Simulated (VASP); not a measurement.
# BaZnPF: phonons from a supercell

Aim: the phonon dispersion and thermal properties of BaZnPF. The start is a cell from a database of measured crystal structures.

Main program and level: VASP 6.6.1; LDA; plane waves and PAW (Ba_sv, Zn, P, F).

## 1. Starting point

Symmetry: P4/nmm, No. 129, tetragonal system. Conventional cell: a = 4.156 Å, b = 4.156 Å, c = 9.457 Å, α = 90.00°, β = 90.00°, γ = 90.00°. Ba has 4 F at 2.62 Å and 4 P at 3.41 Å nearest. Nearest to Zn lie 4 P at 2.51 Å. P has 4 Zn at 2.51 Å and 4 Ba at 3.41 Å nearest. Nearest to F lie 4 Ba at 2.62 Å. Farther neighbours and most contacts between anions are not listed.

Structure file:

```
Ba Zn P F
1.0
     4.15634    0.00000    0.00000
     0.00000    4.15634    0.00000
     0.00000    0.00000    9.45743
Ba Zn P F
2 2 2 2
Cartesian
  0.0000 2.0782 6.3197
  2.0782 0.0000 3.1377
  0.0000 0.0000 0.0000
  2.0782 2.0782 0.0000
  2.0782 0.0000 8.0473
  0.0000 2.0782 1.4101
  0.0000 0.0000 4.7287
  2.0782 2.0782 4.7287
```

## 2. Relax the host

First cell and atoms are relaxed at a raised cutoff, so that later runs start from this functional's own cell.

Contents of INCAR:

```
SYSTEM = BaZnPF
PREC = Accurate
ENCUT = 520
EDIFF = 1E-06
NELM = 120
ISMEAR = 0
SIGMA = 0.05
LREAL = .FALSE.
ALGO = Normal
GGA = CA
NBANDS = 42
LORBIT = 11
LWAVE = .FALSE.
LCHARG = .FALSE.
KPAR = 4
LASPH = .TRUE.
IBRION = 2
NSW = 40
ISIF = 3
EDIFFG = -0.02
POTIM = 0.4
```

Contents of POSCAR:

```
BaZnPF
1.0
    4.1563400000      0.0000000000      0.0000000000
    0.0000000000      4.1563400000      0.0000000000
    0.0000000000      0.0000000000      9.4574300000
Ba Zn P F
2 2 2 2
Direct
    0.0000000000      0.5000000000      0.6682300000
    0.5000000000      0.0000000000      0.3317700000
    0.0000000000      0.0000000000      0.0000000000
    0.5000000000      0.5000000000      0.0000000000
    0.5000000000      0.0000000000      0.8509000000
    0.0000000000      0.5000000000      0.1491000000
    0.0000000000      0.0000000000      0.5000000000
    0.5000000000      0.5000000000      0.5000000000
```

Contents of KPOINTS:

```
Automatic mesh
0
Gamma
5 5 2
0 0 0
```

The projector-augmented-wave data sets are Ba_sv, Zn, P and F (LDA family, release 64).

On the command line:

```sh
$ mpirun -np 4 vasp_std
```

The program printed:

```text
[banner, memory and clock lines left out]
running    4 mpi-ranks, on    1 nodes
 distrk:  each k-point on    1 cores,    4 groups
 distr:  one band on    1 cores,    1 groups

 POSCAR found type information on POSCAR BaZnP F
 POSCAR found :  4 types and       8 ions
 LDA part: xc-table for (Slater(with rela. corr.)+CA(PZ))
 , standard interpolation
 POSCAR, INCAR and KPOINTS ok, starting setup
 FFT: planning ... GRIDC
 FFT: planning ... GRID_SOFT
 FFT: planning ... GRID
 WAVECAR not read
 entering main loop
       N       E                     dE             d eps       ncg     rms          rms(c)
DAV:   1     0.657005668741E+03    0.65701E+03   -0.31279E+04  1008   0.172E+03
DAV:   2     0.434354585073E+02   -0.61357E+03   -0.58642E+03  1096   0.415E+02
DAV:   3    -0.388466886642E+02   -0.82282E+02   -0.81419E+02  1204   0.163E+02
DAV:   4    -0.432435526676E+02   -0.43969E+01   -0.43864E+01  1408   0.320E+01
DAV:   5    -0.433783821774E+02   -0.13483E+00   -0.13476E+00  1496   0.542E+00    0.118E+01
DAV:   6    -0.402346991482E+02    0.31437E+01   -0.13108E+01  1322   0.434E+01    0.797E+00
DAV:   7    -0.402233860959E+02    0.11313E-01   -0.26842E+00  1208   0.931E+00    0.426E+00
DAV:   8    -0.401576008564E+02    0.65785E-01   -0.18917E-01  1254   0.286E+00    0.108E+00
DAV:   9    -0.401479891880E+02    0.96117E-02   -0.42860E-02  1592   0.186E+00    0.235E-01
DAV:  10    -0.401484450777E+02   -0.45589E-03   -0.65092E-03  1184   0.387E-01    0.149E-01
DAV:  11    -0.401484608592E+02   -0.15782E-04   -0.58433E-04  1280   0.158E-01    0.383E-02
DAV:  12    -0.401484540216E+02    0.68376E-05   -0.15743E-04  1488   0.112E-01    0.115E-02
DAV:  13    -0.401484549383E+02   -0.91670E-06   -0.29838E-05  1240   0.270E-02    0.713E-03
DAV:  14    -0.401484547953E+02    0.14302E-06   -0.23512E-06   982   0.846E-03
   1 F= -.40148455E+02 E0= -.40148454E+02  d E =-.401485E+02
 curvature:   0.00 expect dE= 0.000E+00 dE for cont linesearch  0.000E+00
 trial: gam= 0.00000 g(F)=  0.535E-02 g(S)=  0.225E+00 ort = 0.000E+00 (trialstep = 0.100E+01)
 search vector abs. value=  0.231E+00
 bond charge predicted
       N       E                     dE             d eps       ncg     rms          rms(c)
DAV:   1    -0.425091178614E+02   -0.23607E+01   -0.37956E+01  1128   0.552E+01    0.113E+01
DAV:   2    -0.405309324081E+02    0.19782E+01   -0.10748E+01  1240   0.499E+01    0.338E+00
DAV:   3    -0.403291604555E+02    0.20177E+00   -0.71307E-01  1256   0.876E+00    0.168E+00
DAV:   4    -0.402644358305E+02    0.64725E-01   -0.21948E-01  1390   0.243E+00    0.644E-01
DAV:   5    -0.402613575818E+02    0.30782E-02   -0.20216E-02  1334   0.802E-01    0.387E-01
DAV:   6    -0.402606652249E+02    0.69236E-03   -0.48731E-03  1532   0.545E-01    0.110E-01
DAV:   7    -0.402606751166E+02   -0.98916E-05   -0.13684E-03  1230   0.229E-01    0.451E-02
DAV:   8    -0.402606705363E+02    0.45803E-05   -0.11218E-04  1350   0.891E-02    0.168E-02
DAV:   9    -0.402606679184E+02    0.26179E-05   -0.23763E-05  1256   0.312E-02    0.739E-03
DAV:  10    -0.402606677538E+02    0.16458E-06   -0.22442E-06   878   0.134E-02
   2 F= -.40260668E+02 E0= -.40260667E+02  d E =-.112213E+00
[...]
3 F= -.40261118E+02 E0= -.40261117E+02  d E =-.112663E+00
[...]
4 F= -.40267085E+02 E0= -.40267084E+02  d E =-.596740E-02
 trial-energy change:   -0.005967  1 .order   -0.005973   -0.007541   -0.004405
 step:   2.3775(harm=  2.3775)  dis= 0.02693  next Energy=   -40.270186 (dE=-0.907E-02)
 bond charge predicted
       N       E                     dE             d eps       ncg     rms          rms(c)
DAV:   1    -0.402775698631E+02   -0.10484E-01   -0.87969E-01  1056   0.508E+00    0.752E-01
DAV:   2    -0.402712270681E+02    0.63428E-02   -0.66309E-02  1230   0.266E+00    0.245E-01
DAV:   3    -0.402704219492E+02    0.80512E-03   -0.30942E-03  1292   0.402E-01    0.126E-01
DAV:   4    -0.402700731165E+02    0.34883E-03   -0.87191E-04  1518   0.179E-01    0.431E-02
DAV:   5    -0.402700680527E+02    0.50638E-05   -0.83706E-05  1376   0.505E-02    0.224E-02
DAV:   6    -0.402700649117E+02    0.31409E-05   -0.17751E-05  1242   0.252E-02    0.448E-03
DAV:   7    -0.402700646715E+02    0.24020E-06   -0.41834E-06  1198   0.122E-02
   5 F= -.40270065E+02 E0= -.40270063E+02  d E =-.894660E-02
 curvature:  -1.23 expect dE=-0.136E-04 dE for cont linesearch -0.300E-05
 trial: gam= 0.00000 g(F)=  0.321E-05 g(S)=  0.788E-05 ort =-0.139E-03 (trialstep = 0.127E+01)
 search vector abs. value=  0.111E-04
 reached required accuracy - stopping structural energy minimisation
```

It took 77 s on 4 MPI ranks of Intel Xeon 6975P-C (Granite Rapids), shared host; peak memory 1 GiB; 4 min of CPU time.

The logs omit lines about the potential files and the build; timing stands in the text.

From OUTCAR (step 2):

```text
ion  position               nearest neighbor table
   1  0.000  0.500  0.668-   7 2.62   8 2.62   7 2.62   8 2.62   5 3.41   5 3.41   5 3.41   5 3.41
                             4 3.76   3 3.76   4 3.76   3 3.76   2 4.33   2 4.33   2 4.33   2 4.33
   2  0.500  0.000  0.332-   7 2.62   8 2.62   8 2.62   7 2.62   6 3.41   6 3.41   6 3.41   6 3.41
                             3 3.76   4 3.76   4 3.76   3 3.76   1 4.33   1 4.33   1 4.33   1 4.33
   3  0.000  0.000  0.000-   5 2.51   6 2.51   6 2.51   5 2.51   4 2.94   4 2.94   4 2.94   4 2.94
                             2 3.76   1 3.76   2 3.76   1 3.76
   4  0.500  0.500  0.000-   5 2.51   6 2.51   5 2.51   6 2.51   3 2.94   3 2.94   3 2.94   3 2.94
                             1 3.76   2 3.76   2 3.76   1 3.76
   5  0.500  0.000  0.851-   3 2.51   4 2.51   4 2.51   3 2.51   1 3.41   1 3.41   1 3.41   1 3.41

  LATTYP: Found a simple tetragonal cell.
 ALAT       =     4.1563400000
 C/A-ratio  =     2.2754226074

 Subroutine GETGRP returns: Found 16 space group operations
 (whereof  8 operations were pure point group operations)

The static configuration has the point symmetry D_2d.
 The point group associated with its full space group is D_4h.

 Found     12 irreducible k-points:

   k-points           NKPTS =     12   k-points in BZ     NKDIM =     12   number of bands    NBANDS=     42

   dimension x,y,z NGX =    32 NGY =   32 NGZ =   70
   dimension x,y,z NGXF=    64 NGYF=   64 NGZF=  140

   ENCUT  =  520.0 eV  38.22 Ry    6.18 a.u.   7.73  7.73 17.58*2*pi/ulx,y,z

   NELECT =      68.0000    total number of electrons

 k-points in reciprocal lattice and weights: Automatic mesh
   0.00000000  0.00000000  0.00000000       0.020
   0.20000000  0.00000000  0.00000000       0.080
   0.40000000  0.00000000  0.00000000       0.080
   0.20000000  0.20000000  0.00000000       0.080
   0.40000000  0.20000000  0.00000000       0.160
   0.40000000  0.40000000  0.00000000       0.080
   0.00000000  0.00000000  0.50000000       0.020
   0.20000000  0.00000000  0.50000000       0.080
   0.40000000  0.00000000  0.50000000       0.080
   0.20000000  0.20000000  0.50000000       0.080
   0.40000000  0.20000000  0.50000000       0.160
   0.40000000  0.40000000  0.50000000       0.080

 average (electrostatic) potential at core
       1 -34.8008       2 -34.8008       3 -36.9811       4 -36.9811       5 -85.2335
       6 -85.2335       7 -76.1406       8 -76.1406

 E-fermi :   3.6154

 k-point     1 :       0.0000    0.0000    0.0000
  band No.  band energies     occupation
    ...
     30       1.0820      2.00000
     31       1.0820      2.00000
     32       2.8349      2.00000
     33       3.4795      1.99988
     34       3.4795      1.99988
     35       3.7392      0.00046
     36       4.9603      0.00000
     37       5.6119      0.00000
     38       6.0257      0.00000
     39       7.0604      0.00000
    ...

 k-point     2 :       0.2000    0.0000    0.0000
  band No.  band energies     occupation
    ...
     30      -0.1920      2.00000
     31       1.3733      2.00000
     32       2.3377      2.00000
     33       2.8842      2.00000
     34       3.3152      2.00000
     35       4.6359      0.00000
     36       6.0535      0.00000
     37       6.1274      0.00000
     38       6.5968      0.00000
     39       7.3933      0.00000
    ...

 k-point     3 :       0.4000    0.0000    0.0000
  band No.  band energies     occupation
    ...
     30      -0.7537      2.00000
     31       2.0625      2.00000
     32       2.1027      2.00000
     33       2.7035      2.00000
     34       2.8036      2.00000
     35       5.3604      0.00000
     36       5.7012      0.00000
     37       5.8452      0.00000
     38       6.9496      0.00000
     39       7.1663      0.00000
    ...

  Total        0.0154286      0.0154286     -0.0340329      0.0000000     -0.0000000      0.0000000
  in kB        0.1607297      0.1607297     -0.3545433      0.0000000     -0.0000000      0.0000000
  external PRESSURE =      -0.0110280 kB  Pullay stress =       0.0000000 kB

  energy-cutoff  :      520.00
  volume of cell :      153.79
      direct lattice vectors                 reciprocal lattice vectors
     4.067492347  0.000000000  0.000000000     0.245851723  0.000000000 -0.000000000
     0.000000000  4.067492347  0.000000000    -0.000000000  0.245851723  0.000000000
     0.000000000 -0.000000000  9.295785767    -0.000000000 -0.000000000  0.107575629

 POSITION                                       TOTAL-FORCE (eV/Angst)
 -----------------------------------------------------------------------------------
      4.06749      2.03375      6.23693        -0.000000      0.000000     -0.005549
      2.03375     -0.00000      3.05886         0.000000     -0.000000      0.005549
      0.00000     -0.00000      9.29579         0.000000      0.000000      0.000000
      2.03375      2.03375      0.00000         0.000000     -0.000000      0.000000
      2.03375      4.06749      7.91098        -0.000000      0.000000     -0.003287
      0.00000      2.03375      1.38481         0.000000     -0.000000      0.003287
      0.00000     -0.00000      4.64789         0.000000     -0.000000      0.000000
      2.03375      2.03375      4.64789         0.000000     -0.000000      0.000000
 -----------------------------------------------------------------------------------
    total drift:                                0.000000     -0.000000      0.000000

  FREE ENERGIE OF THE ION-ELECTRON SYSTEM (eV)
  ---------------------------------------------------
  free  energy   TOTEN  =       -40.2700646715 eV

  energy  without entropy=      -40.2700621163  energy(sigma->0) =      -40.27006339

 reached required accuracy - stopping structural energy minimisation

 total charge
# of ion       s       p       d       tot
------------------------------------------
    1        2.007   5.615   0.320   7.941
    2        2.007   5.615   0.320   7.941
    3        0.554   0.517   9.767  10.837
    4        0.554   0.517   9.767  10.837
    5        1.029   1.504   0.000   2.534
    6        1.029   1.504   0.000   2.534
    7        1.727   4.351   0.000   6.078
    8        1.727   4.351   0.000   6.078
--------------------------------------------------
tot         10.633  23.974  20.174  54.781

[... 3 further parts left out ...]
```

The gap is read on the k-mesh alone, so it is an upper bound where the band edges lie off the mesh. Harder data sets than Ba_sv exist (the GW ones), and pressures, volumes and forces can shift noticeably with them. The run keeps the 16 symmetry operations of its start, so it cannot find a distortion of lower symmetry.

The steps of the relaxation:

```csv
step,energy less that of the first step (eV),largest force (eV/Å),pressure (GPa),volume (Å³)
1,0.0000,0.2587,-3.87,163.38
2,-0.1122,0.3182,0.22,154.23
3,-0.1127,0.2951,-0.04,154.75
4,-0.1186,0.1706,-0.04,154.35
5,-0.1216,0.0055,0.00,153.79
```

```csv
"conventional cell, symmetrised",before,after,change
a (Å),4.156,4.067,-2.1 %
b (Å),4.156,4.067,-2.1 %
c (Å),9.457,9.296,-1.7 %
volume (Å³/atom),20.42,19.22,-5.9 %
```

The atoms that moved most (Å, as changes of fractional coordinates times the final cell):

```csv
atom,dx,dy,dz,length
Ba1,0.000,0.000,0.025,0.025
Ba2,0.000,0.000,-0.025,0.025
```

Final coordinates:

```cif
data_structure
_symmetry_space_group_name_H-M 'P 1'
_symmetry_Int_Tables_number 1
_cell_length_a 4.0675
_cell_length_b 4.0675
_cell_length_c 9.2958
_cell_angle_alpha 90.000
_cell_angle_beta 90.000
_cell_angle_gamma 90.000
_cell_volume 153.79
loop_
_atom_site_label
_atom_site_type_symbol
_atom_site_fract_x
_atom_site_fract_y
_atom_site_fract_z
_atom_site_occupancy
Ba1 Ba 0.00000 0.50000 0.67094 1
Ba2 Ba 0.50000 0.00000 0.32906 1
Zn3 Zn 0.00000 0.00000 0.00000 1
Zn4 Zn 0.50000 0.50000 0.00000 1
P5 P 0.50000 0.00000 0.85103 1
P6 P 0.00000 0.50000 0.14897 1
F7 F 0.00000 0.00000 0.50000 1
F8 F 0.50000 0.50000 0.50000 1
```

A gap read on the k-mesh alone can miss the band edges.

This step gave:

```yaml
electronic_cycles: 45
electrons: 68
free_energy_toten: -40.27 eV
fermi_energy: 3.615 eV
pressure: -0.001103 GPa
labelled_metallic_from_the_levels_on_this_mesh: no
gap_on_the_k_mesh: 0.2597 eV
least_direct_gap_on_the_k_mesh: 0.2597 eV
```

The run ended after 5 ionic steps, 0.122 eV below its first step, once forces and stress met EDIFFG = -0.02.

(Continued in part 2 of 4.)

[Lines on the potential files, build, host, timing and source positions are cut from VASP's logs without a mark.]

[Logs are printed without paths, hosts, clocks, repeated set-up lines and the standing remarks that a program may print on its own settings, such as how far it seeks lower states.]

[Hosts, paths, dates, database ids (printed as entryN), source tags and the programs' standing remarks are cut or masked in the printed files.]

[Runs that stopped without an error message from VASP are left out.]
